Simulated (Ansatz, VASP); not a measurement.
One calculation of Al3BP2, two programs

```
Al B P
1.0
     5.77903    0.00000    0.00000
    -2.88952    5.00479    0.00000
     0.00000    0.00000    3.02459
Al B P
3 1 2
Cartesian
  2.8895 0.0000 1.5123
  1.4448 2.5024 1.5123
  -1.4448 2.5024 1.5123
  0.0000 0.0000 0.0000
  0.0000 3.3365 0.0000
  2.8895 1.6683 0.0000
```

Change from the starting cell: species swapped into the EuB2Rh3 type (P6/mmm, No. 191).

Alike in both runs: task relaxation of cell and atoms; functional PBE; k mesh 3 × 3 × 6; occupations gaussian, width 0.1 eV; no spin polarisation.

```csv
,VASP,Ansatz
version,VASP 6.6.1,Ansatz 0.2.0
potentials or method,"VASP PAW PBE potentials, release 64 (Al, B, P)","scalar-relativistic, plane waves, PAW"
plane-wave cutoff (eV),600,420
valence electrons in the cell,22,22
```

```csv
,VASP,Ansatz,Ansatz less VASP
"gap on the k mesh at the Fermi level, each at its own relaxed structure (eV)",none,none,-
relaxed volume (Å³/atom),18.31,18.26,-0.047
relaxed cell length with the largest relative difference (Å),6.171,6.163,-0.0077
energy change over the relaxation (meV/atom),-300,-303,-2.9
```

A gap of «none» marks a metal or a gap that the smearing closes.

Caveats: the k mesh is coarse (spacing up to 0.42 Å⁻¹), so the values aren't converged; the volume moved by over 15 % at a fixed basis, so the end points are rough (VASP).
